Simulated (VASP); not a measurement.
# Driving VASP from ASE on Al2Cu (Khatyrkite), part 3 of 4

Do ASE scripts that read Al2Cu (Khatyrkite) from different structure formats give one answer, and do several routes find one equilibrium volume? All runs use r2SCAN. Left out of this account: 1 further run (self-consistent run: a reference on another mesh). The start is a cell from a database of measured crystal structures.

VASP 6.6.1; r2SCAN; plane waves and PAW (Al, Cu).

So far. Step 2 (Total energy, forces and stress (r2SCAN, through ASE)): The pressure is -4.43 GPa and the largest force 0.093 eV/Å, so the cell is not at a minimum at these settings. Step 3 (A single point (r2SCAN, through ASE)): The energy lies +3.34 meV an atom from the first script, since this cell and mesh sample the zone at other points.

## 4. Full relaxation (r2SCAN, through ASE)

System of this step: Al2Cu (Khatyrkite). It takes space group I4/mcm (No. 140, tetragonal). Conventional cell: a = 6.067 Å, b = 6.067 Å, c = 4.877 Å, α = 90.00°, β = 90.00°, γ = 90.00°. Nearest to Al lie 4 Cu at 2.59 Å and 1 Al at 2.71 Å. Cu has 2 Cu at 2.44 Å and 8 Al at 2.59 Å nearest. Farther neighbours are not listed.

Properties are meant for the cell that this level of theory prefers, so cell and atoms are relaxed first (ISIF = 3) until forces and stress are small; EDIFFG sets the threshold.

File run.py:

```python
import numpy as np
from ase.calculators.vasp import Vasp
from ase.io import read

atoms = read('Al2Cu.cif')

calc = Vasp(
    xc='r2scan',
    pp='PBE',
    prec='Accurate',
    encut=400,
    ediff=1e-06,
    nelm=100,
    ismear=-1,
    sigma=0.05,
    lreal=False,
    algo='Normal',
    lasph=True,
    nbands=23,
    lorbit=11,
    lwave=False,
    lcharg=False,
    kpar=4,
    ibrion=2,
    nsw=60,
    isif=3,
    ediffg=-0.01,
    pp_version='64',
    setups={'Al': '', 'Cu': ''},
    kpts=(8, 8, 8),
    gamma=True,
    txt='vasp.out',
)
atoms.calc = calc

print("energy (eV):", round(atoms.get_potential_energy(), 6))
print("Fermi level (eV):", round(calc.get_fermi_level(), 4))
print("forces (eV/A):")
print(np.round(atoms.get_forces(), 4))
print("stress (GPa, Voigt, tension positive):", np.round(atoms.get_stress() * 160.21766, 3))
print("cell (A, degrees):", np.round(atoms.cell.cellpar(), 4))
print("volume (A^3):", round(atoms.get_volume(), 4))
print("positions:")
print(np.round(atoms.get_scaled_positions(), 5))
```

File Al2Cu.cif:

```cif
data_Al2Cu
_cell_length_a 4.93462529
_cell_length_b 4.93462529
_cell_length_c 4.93462529
_cell_angle_alpha 104.13427876
_cell_angle_beta 104.13427876
_cell_angle_gamma 120.77110125
_space_group_name_H-M_alt 'P1'
_space_group_name_Hall 'P 1'
_space_group_IT_number 1
loop_
_space_group_symop_operation_xyz
'x,y,z'
loop_
_atom_site_label
_atom_site_type_symbol
_atom_site_symmetry_multiplicity
_atom_site_Wyckoff_symbol
_atom_site_fract_x
_atom_site_fract_y
_atom_site_fract_z
_atom_site_occupancy
Al1 Al 1 a 0.6581000000 0.1581000000 0.8162000000 1
Al2 Al 1 a 0.1581000000 0.3419000000 0.5000000000 1
Al3 Al 1 a 0.3419000000 0.8419000000 0.1838000000 1
Al4 Al 1 a 0.8419000000 0.6581000000 0.5000000000 1
Cu1 Cu 1 a 0.2500000000 0.2500000000 0.0000000000 1
Cu2 Cu 1 a 0.7500000000 0.7500000000 0.0000000000 1
```

Potentials, in the order of the species: Al and Cu (PBE family, release 64).

Command:

```console
export ASE_VASP_COMMAND="mpirun -np 4 vasp_std"
python run.py
```

The log of the run:

```text
energy (eV): -49.536007
Fermi level (eV): 8.3435
forces (eV/A):
[[-0.     -0.     -0.0062]
 [-0.0054  0.0031 -0.    ]
 [ 0.      0.      0.0062]
 [ 0.0054 -0.0031  0.    ]
 [ 0.     -0.     -0.    ]
 [-0.     -0.     -0.    ]]
stress (GPa, Voigt, tension positive): [-0.019  0.008 -0.032 -0.    -0.     0.023]
cell (A, degrees): [  4.8717   4.8717   4.8717 103.8382 103.8382 121.4423]
volume (A^3): 86.0446
positions:
[[0.65858 0.15858 0.81716]
 [0.15858 0.34142 0.5    ]
 [0.34142 0.84142 0.18284]
 [0.84142 0.65858 0.5    ]
 [0.25    0.25    0.     ]
 [0.75    0.75    0.     ]]
```

It took 85 s on 4 MPI ranks of Intel Xeon 6975P-C (Granite Rapids), shared host; peak memory 0.92 GiB.

The INCAR that ASE wrote:

```
ENCUT = 400.000000
SIGMA = 0.050000
EDIFF = 1.00e-06
EDIFFG = -1.00e-02
ALGO = Normal
METAGGA = R2SCAN
PREC = Accurate
IBRION = 2
ISIF = 3
ISMEAR = -1
KPAR = 4
LORBIT = 11
NBANDS = 23
NELM = 100
NSW = 60
LASPH = .TRUE.
LCHARG = .FALSE.
LWAVE = .FALSE.
LREAL = .FALSE.
```

ASE turned this into the KPOINTS:

```
KPOINTS created by Atomic Simulation Environment
0
Gamma
8 8 8
0 0 0
```

VASP's own log, vasp.out:

```text
[banner, memory and clock lines left out]
running    4 mpi-ranks, on    1 nodes
 distrk:  each k-point on    1 cores,    4 groups
 distr:  one band on    1 cores,    1 groups

 POSCAR found type information on POSCAR AlCu
 POSCAR found :  2 types and       6 ions
 [... a notice as in an earlier step ...]

 LDA part: xc-table for (None), standard interpolation
 POSCAR, INCAR and KPOINTS ok, starting setup
 FFT: planning ... GRIDC
 FFT: planning ... GRID_SOFT
 FFT: planning ... GRID
 WAVECAR not read
 entering main loop
       N       E                     dE             d eps       ncg     rms          rms(c)
DAV:   1     0.143963828780E+03    0.14396E+03   -0.12260E+04  2714   0.141E+03
DAV:   2    -0.470060520636E+02   -0.19097E+03   -0.18156E+03  2714   0.294E+02
DAV:   3    -0.571761214970E+02   -0.10170E+02   -0.97139E+01  3600   0.927E+01
DAV:   4    -0.574211841945E+02   -0.24506E+00   -0.24464E+00  3795   0.124E+01
DAV:   5    -0.574277181571E+02   -0.65340E-02   -0.65333E-02  4014   0.185E+00    0.198E+01
DAV:   6    -0.568839126336E+02    0.54381E+00   -0.10876E+02  3195   0.281E+02    0.166E+01
DAV:   7    -0.497127660977E+02    0.71711E+01   -0.23454E+01  3339   0.116E+02    0.405E+00
DAV:   8    -0.495379850938E+02    0.17478E+00   -0.44062E+00  4277   0.466E+01    0.250E+00
DAV:   9    -0.494853201265E+02    0.52665E-01   -0.36283E-01  4381   0.137E+01    0.139E+00
[... 1 cycle as in an earlier step ...]
DAV:  11    -0.494810687454E+02    0.39537E-01   -0.16099E-01  3728   0.117E+01    0.261E-01
DAV:  12    -0.494817345764E+02   -0.66583E-03   -0.86050E-03  4257   0.115E+00    0.933E-02
DAV:  13    -0.494817953215E+02   -0.60745E-04   -0.79078E-05  3968   0.806E-02    0.448E-02
DAV:  14    -0.494818043089E+02   -0.89874E-05   -0.30509E-04  3703   0.491E-01    0.278E-02
DAV:  15    -0.494817892586E+02    0.15050E-04   -0.64956E-05  3858   0.233E-01    0.283E-03
DAV:  16    -0.494817904538E+02   -0.11953E-05   -0.22830E-06  2449   0.134E-02    0.206E-03
DAV:  17    -0.494817914197E+02   -0.96589E-06   -0.80786E-07  1798   0.187E-02
   1 F= -.49481791E+02 E0= -.49473066E+02  d E =-.494818E+02
 curvature:   0.00 expect dE= 0.000E+00 dE for cont linesearch  0.000E+00
 trial: gam= 0.00000 g(F)=  0.168E-02 g(S)=  0.161E+00 ort = 0.000E+00 (trialstep = 0.100E+01)
 search vector abs. value=  0.163E+00
 bond charge predicted
       N       E                     dE             d eps       ncg     rms          rms(c)
DAV:   1    -0.518935027550E+02   -0.24117E+01   -0.27567E+01  3225   0.121E+02    0.145E+01
DAV:   2    -0.530162747755E+02   -0.11228E+01   -0.46060E+01  3249   0.192E+02    0.107E+01
DAV:   3    -0.495740628378E+02    0.34422E+01   -0.11030E+01  3317   0.948E+01    0.188E+00
DAV:   4    -0.495508385195E+02    0.23224E-01   -0.11760E+00  4327   0.161E+01    0.134E+00
DAV:   5    -0.495328622065E+02    0.17976E-01   -0.39274E-02  4310   0.281E+00    0.465E-01
DAV:   6    -0.495388206344E+02   -0.59584E-02   -0.18850E-02  4196   0.331E+00    0.541E-01
DAV:   7    -0.495320270180E+02    0.67936E-02   -0.26315E-02  3898   0.463E+00    0.149E-01
DAV:   8    -0.495321773444E+02   -0.15033E-03   -0.14372E-03  4214   0.752E-01    0.862E-02
DAV:   9    -0.495321780459E+02   -0.70150E-06   -0.51802E-05  4383   0.167E-01    0.477E-02
DAV:  10    -0.495321844401E+02   -0.63942E-05   -0.86327E-06  3475   0.268E-02    0.228E-02
DAV:  11    -0.495321864080E+02   -0.19679E-05   -0.12029E-05  4328   0.904E-02    0.646E-03
DAV:  12    -0.495321893159E+02   -0.29078E-05   -0.10263E-06  1728   0.213E-02    0.144E-03
DAV:  13    -0.495321896893E+02   -0.37340E-06   -0.12788E-06  1609   0.215E-02
   2 F= -.49532190E+02 E0= -.49525147E+02  d E =-.503983E-01
[...]
3 F= -.49542029E+02 E0= -.49534661E+02  d E =-.602376E-01
 curvature:  -0.35 expect dE=-0.742E-03 dE for cont linesearch -0.325E-06
 trial: gam= 0.01061 g(F)=  0.644E-04 g(S)=  0.205E-02 ort = 0.388E-03 (trialstep = 0.944E+00)
 search vector abs. value=  0.214E-02
 bond charge predicted
       N       E                     dE             d eps       ncg     rms          rms(c)
DAV:   1    -0.495468181791E+02   -0.47894E-02   -0.93755E-02  3958   0.381E+00    0.438E-01
DAV:   2    -0.495452121742E+02    0.16060E-02   -0.22601E-02  3644   0.435E+00    0.325E-01
DAV:   3    -0.495434854575E+02    0.17267E-02   -0.76316E-03  3443   0.263E+00    0.156E-01
DAV:   4    -0.495430736763E+02    0.41178E-03   -0.61581E-04  4251   0.507E-01    0.200E-02
DAV:   5    -0.495430765958E+02   -0.29195E-05   -0.69273E-05  4325   0.152E-01    0.796E-03
DAV:   6    -0.495430770156E+02   -0.41984E-06   -0.18373E-06  2016   0.357E-02
   4 F= -.49543077E+02 E0= -.49536007E+02  d E =-.104798E-02
 trial-energy change:   -0.001048  1 .order   -0.001038   -0.002000   -0.000076
 step:   0.9802(harm=  0.9814)  dis= 0.00091  next Energy=   -49.543078 (dE=-0.105E-02)
 reached required accuracy - stopping structural energy minimisation
```

Parts of OUTCAR (step 4):

```text
  LATTYP: Found a body centered tetragonal cell.
 ALAT       =     6.0670000005
 C/A-ratio  =     0.8038569308

 Found     59 irreducible k-points:

   NELECT =      34.0000    total number of electrons

 E-fermi :   8.3435

 k-point     1 :       0.0000    0.0000    0.0000
  band No.  band energies     occupation
    ...
     15       6.9235      2.00000
     16       7.0022      2.00000
     17       7.0022      2.00000
     18       7.3670      2.00000
     19       8.2817      1.54972
     20       8.4236      0.33565
     21      10.1767      0.00000
     22      10.1767      0.00000
     23      10.2994      0.00000

 k-point     2 :       0.1250    0.0000    0.0000
  band No.  band energies     occupation
    ...
     15       6.5112      2.00000
     16       6.6123      2.00000
     17       6.8379      2.00000
     18       7.3564      2.00000
     19       8.1331      1.97068
     20       9.7205      0.00000
     21      10.7817      0.00000
     22      10.8753      0.00000
     23      11.7454      0.00000

  Total        0.0101708     -0.0044248      0.0171375     -0.0122563      0.0000000      0.0000000
  in kB        0.1893841     -0.0823915      0.3191048     -0.2282156      0.0000000      0.0000000
  external PRESSURE =       0.1420325 kB  Pullay stress =       0.0000000 kB

  energy-cutoff  :      400.00
  volume of cell :       86.04
      direct lattice vectors                 reciprocal lattice vectors
     4.871644220 -0.028533385 -0.000000000     0.205997525  0.124298414  0.117664693
    -2.516896151  4.171206700 -0.000000000     0.001409138  0.240589049  0.117664693
    -1.177374035 -2.071336657  4.249363058     0.000000000  0.000000000  0.235329386

 POSITION                                       TOTAL-FORCE (eV/Angst)
 -----------------------------------------------------------------------------------
      1.84714     -1.04994      3.47240        -0.000000     -0.000000     -0.006195
     -0.67547      0.38395      2.12468        -0.005386      0.003061     -0.000000
     -0.66976      3.12127      0.77696         0.000000      0.000000      0.006195
      1.85284      1.68739      2.12468         0.005386     -0.003061      0.000000
      0.58869      1.03567     -0.00000         0.000000     -0.000000     -0.000000
      1.76606      3.10700     -0.00000        -0.000000     -0.000000     -0.000000
 -----------------------------------------------------------------------------------
    total drift:                                0.000000     -0.000000     -0.000000

  FREE ENERGIE OF THE ION-ELECTRON SYSTEM (eV)
  ---------------------------------------------------
  free  energy   TOTEN  =       -49.5430770156 eV

  energy  without entropy=      -49.5289373800  energy(sigma->0) =      -49.53600720

 reached required accuracy - stopping structural energy minimisation

 total charge
# of ion       s       p       d       tot
------------------------------------------
    1        0.409   0.365   0.000   0.774
    2        0.409   0.365   0.000   0.774
    3        0.409   0.365   0.000   0.774
    4        0.409   0.365   0.000   0.774
    5        0.520   0.595   9.129  10.243
    6        0.520   0.595   9.129  10.243
--------------------------------------------------
tot          2.674   2.649  18.258  23.581

[... 5 parts as in an earlier step ...]

[... 7 further parts left out ...]
```

CONTCAR:

```
Al Cu
   1.00000000000000
     4.8716442204641401   -0.0285333850121010   -0.0000000000006953
    -2.5168961506615881    4.1712066997005524   -0.0000000000006953
    -1.1773740348399111   -2.0713366572362695    4.2493630580749873
  Al              Cu
     4     2
Direct
     0.6585788621138461    0.1585788621138461    0.8171577242276996
     0.1585788621138464    0.3414211378861536    0.5000000000000000
     0.3414211378861540    0.8414211378861539    0.1828422757723003
     0.8414211378861536    0.6585788621138464    0.5000000000000000
     0.2500000000000000    0.2500000000000000    0.0000000000000000
     0.7500000000000000    0.7500000000000000    0.0000000000000000
```

The run keeps the 16 symmetry operations of its start, so it cannot find a distortion of lower symmetry.

Step by step:

```csv
step,energy less that of the first step (eV),largest force (eV/Å),pressure (GPa),volume (Å³)
1,0.0000,0.0932,-4.43,89.76
2,-0.0504,0.0164,2.18,84.49
3,-0.0602,0.0183,0.15,85.94
4,-0.0613,0.0062,0.01,86.04
```

```csv
"conventional cell, symmetrised",before,after,change
a (Å),6.067,6.010,-0.9 %
b (Å),6.067,6.010,-0.9 %
c (Å),4.877,4.765,-2.3 %
volume (Å³/atom),14.96,14.34,-4.1 %
```

The relaxed structure:

```xyz
6
Lattice="4.8716 -0.0285 0.0000 -2.5169 4.1712 0.0000 -1.1774 -2.0713 4.2494" Properties=species:S:1:pos:R:3 pbc="T T T"
Al    1.8471   -1.0499    3.4724
Al   -0.6755    0.3839    2.1247
Al   -0.6698    3.1213    0.7770
Al    1.8528    1.6874    2.1247
Cu    0.5887    1.0357    0.0000
Cu    1.7661    3.1070    0.0000
```

Numbers from this step:

* electrons: 34
* bands: 23
* irreducible k-points: 59
* free energy (TOTEN): -49.54 eV
* energy at zero smearing: -49.54 eV
* Fermi energy: 8.344 eV
* pressure: 0.01420 GPa
* SCF cycles over all ionic steps: 45

It ends with a largest force of 0.006 eV/Å and a pressure of 0.01 GPa.

## 5. Energy against volume, from ASE (r2SCAN)

An ASE loop scales the volume and fits the energies, which gives the bulk modulus from energies alone.

File run.py:

```python
import numpy as np
from ase.calculators.vasp import Vasp
from ase.io import read
from ase.eos import EquationOfState
from ase.units import GPa

atoms = read('structure.vasp')

calc = Vasp(
    xc='r2scan',
    pp='PBE',
    prec='Accurate',
    encut=400,
    ediff=1e-06,
    nelm=100,
    ismear=-1,
    sigma=0.05,
    lreal=False,
    algo='Normal',
    lasph=True,
    nbands=23,
    lorbit=11,
    lwave=False,
    lcharg=False,
    kpar=4,
    isif=2,
    pp_version='64',
    setups={'Al': '', 'Cu': ''},
    kpts=(8, 8, 8),
    gamma=True,
    txt='vasp.out',
)
atoms.calc = calc

cell, volumes, energies = atoms.get_cell(), [], []
for x in [0.94, 0.96, 0.98, 1.0, 1.02, 1.04, 1.06]:
    atoms.set_cell(cell * x ** (1 / 3), scale_atoms=True)
    volumes.append(atoms.get_volume())
    energies.append(atoms.get_potential_energy())
    print(f"{x:.2f}  V = {volumes[-1]:.4f} A^3  E = {energies[-1]:.6f} eV")
v0, e0, b0 = EquationOfState(volumes, energies, eos="birchmurnaghan").fit()
print(f"V0 = {v0:.4f} A^3  E0 = {e0:.6f} eV  B0 = {b0 / GPa:.2f} GPa")
```

File structure.vasp:

```
Al2Cu
1.0
   -3.0335000000      3.0335000000      2.4385000000
    3.0335000000     -3.0335000000      2.4385000000
    3.0335000000      3.0335000000     -2.4385000000
Al Cu
4 2
Direct
    0.6581000000      0.1581000000      0.8162000000
    0.1581000000      0.3419000000      0.5000000000
    0.3419000000      0.8419000000      0.1838000000
    0.8419000000      0.6581000000      0.5000000000
    0.2500000000      0.2500000000      0.0000000000
    0.7500000000      0.7500000000      0.0000000000
```

The log of the run:

```text
0.94  V = 84.3721 A^3  E = -49.505034 eV
0.96  V = 86.1672 A^3  E = -49.520200 eV
0.98  V = 87.9624 A^3  E = -49.508520 eV
1.00  V = 89.7575 A^3  E = -49.473066 eV
1.02  V = 91.5527 A^3  E = -49.416416 eV
1.04  V = 93.3478 A^3  E = -49.342452 eV
1.06  V = 95.1430 A^3  E = -49.250523 eV
V0 = 86.2440 A^3  E0 = -49.520148 eV  B0 = 113.83 GPa
```

It took 4 min on 4 MPI ranks; peak memory 0.96 GiB.

The INCAR that ASE wrote:

```
ENCUT = 400.000000
SIGMA = 0.050000
EDIFF = 1.00e-06
ALGO = Normal
METAGGA = R2SCAN
PREC = Accurate
ISIF = 2
ISMEAR = -1
KPAR = 4
LORBIT = 11
NBANDS = 23
NELM = 100
LASPH = .TRUE.
LCHARG = .FALSE.
LWAVE = .FALSE.
LREAL = .FALSE.
```

The KPOINTS that ASE wrote:

```
KPOINTS created by Atomic Simulation Environment
0
Gamma
8 8 8
0 0 0
```

VASP's own log, vasp.out (the last of its runs):

```text
[banner, memory and clock lines left out]
running    4 mpi-ranks, on    1 nodes
 distrk:  each k-point on    1 cores,    4 groups
 distr:  one band on    1 cores,    1 groups

 POSCAR found type information on POSCAR AlCu
 POSCAR found :  2 types and       6 ions
 [... a notice as in an earlier step ...]

 LDA part: xc-table for (None), standard interpolation
 POSCAR, INCAR and KPOINTS ok, starting setup
 FFT: planning ... GRIDC
 FFT: planning ... GRID_SOFT
 FFT: planning ... GRID
 WAVECAR not read
 WARNING: random wavefunctions but no delay for mixing, default for NELMDL
 entering main loop
       N       E                     dE             d eps       ncg     rms          rms(c)
DAV:   1     0.142080576802E+03    0.14208E+03   -0.12078E+04  2714   0.137E+03
DAV:   2    -0.476499314977E+02   -0.18973E+03   -0.18047E+03  2714   0.290E+02
DAV:   3    -0.568683801255E+02   -0.92184E+01   -0.88437E+01  3635   0.883E+01
DAV:   4    -0.570924100270E+02   -0.22403E+00   -0.22370E+00  3736   0.116E+01
DAV:   5    -0.570985404524E+02   -0.61304E-02   -0.61295E-02  3999   0.174E+00    0.192E+01
DAV:   6    -0.565597422690E+02    0.53880E+00   -0.10586E+02  3195   0.275E+02    0.164E+01
DAV:   7    -0.495081248746E+02    0.70516E+01   -0.22685E+01  3366   0.112E+02    0.423E+00
DAV:   8    -0.493131498887E+02    0.19497E+00   -0.45004E+00  4284   0.474E+01    0.249E+00
DAV:   9    -0.492625665835E+02    0.50583E-01   -0.38728E-01  4360   0.140E+01    0.136E+00
DAV:  10    -0.493037479418E+02   -0.41181E-01   -0.96824E-02  4058   0.867E+00    0.154E+00
DAV:  11    -0.492591068771E+02    0.44641E-01   -0.18196E-01  3802   0.123E+01    0.267E-01
DAV:  12    -0.492598394784E+02   -0.73260E-03   -0.97251E-03  4165   0.114E+00    0.108E-01
DAV:  13    -0.492598742502E+02   -0.34772E-04   -0.13146E-04  4404   0.168E-01    0.497E-02
DAV:  14    -0.492598843961E+02   -0.10146E-04   -0.37500E-04  3814   0.532E-01    0.314E-02
DAV:  15    -0.492598639446E+02    0.20451E-04   -0.85926E-05  3960   0.261E-01    0.193E-03
DAV:  16    -0.492598649036E+02   -0.95899E-06   -0.29038E-06  2857   0.117E-02
   1 F= -.49259865E+02 E0= -.49250523E+02  d E =-.186829E-01
```

Parts of OUTCAR (step 5):

```text
   ENCUT  =  400.0 eV  29.40 Ry    5.42 a.u.   8.20  8.20  8.20*2*pi/ulx,y,z

   NELECT =      34.0000    total number of electrons

 E-fermi :   7.2379

 k-point     1 :       0.0000    0.0000    0.0000
  band No.  band energies     occupation
    ...
     16       6.0575      2.00000
     17       6.0575      2.00000
     18       6.3796      2.00000
     19       6.8771      1.99853
     20       7.2643      0.74205
     21       8.6833      0.00000
     22       8.6833      0.00000
     23       8.9301      0.00000

  Total       -4.9337379     -4.9337379     -6.3752817      0.0000000      0.0000000      0.0000000
  in kB      -83.0825932    -83.0825932   -107.3577364      0.0000000      0.0000000      0.0000000
  external PRESSURE =     -91.1743076 kB  Pullay stress =       0.0000000 kB

 POSITION                                       TOTAL-FORCE (eV/Angst)
 -----------------------------------------------------------------------------------
      0.97801      4.07100     -0.00000         0.073928      0.073928      0.000000
      2.11499      0.97801      0.00000        -0.073928      0.073928      0.000000
      2.11499     -0.97801      2.48633        -0.073928     -0.073928     -0.000000
      0.97801      2.11499      2.48633         0.073928     -0.073928      0.000000
      0.00000      0.00000      1.24316         0.000000      0.000000      0.000000
      0.00000      0.00000      3.72949         0.000000     -0.000000      0.000000
 -----------------------------------------------------------------------------------
    total drift:                                0.000000     -0.000000      0.000000

  FREE ENERGIE OF THE ION-ELECTRON SYSTEM (eV)
  ---------------------------------------------------
  free  energy   TOTEN  =       -49.2598649036 eV

  energy  without entropy=      -49.2411820066  energy(sigma->0) =      -49.25052346

[... 3 parts as in an earlier step ...]

[... 13 further parts left out ...]
```

Numbers from this step:

```
bulk modulus                  : 113.8 GPa
equilibrium volume of the fit : 14.37 Å³/atom
```

The fitted volume lies +0.23 % from the relaxed one.

[end of part 3 of 4]

[Lines on the potential files, build, host, timing and source positions are cut from VASP's logs without a mark.]

[Logs are printed without paths, hosts, clocks, repeated set-up lines and the standing remarks that a program may print on its own settings, such as how far it seeks lower states.]

[Hosts, paths, dates, database ids (printed as entryN), source tags and the programs' standing remarks are cut or masked in the printed files.]

[A measured line is paired with the nearest computed mode of its activity, which favours agreement.]
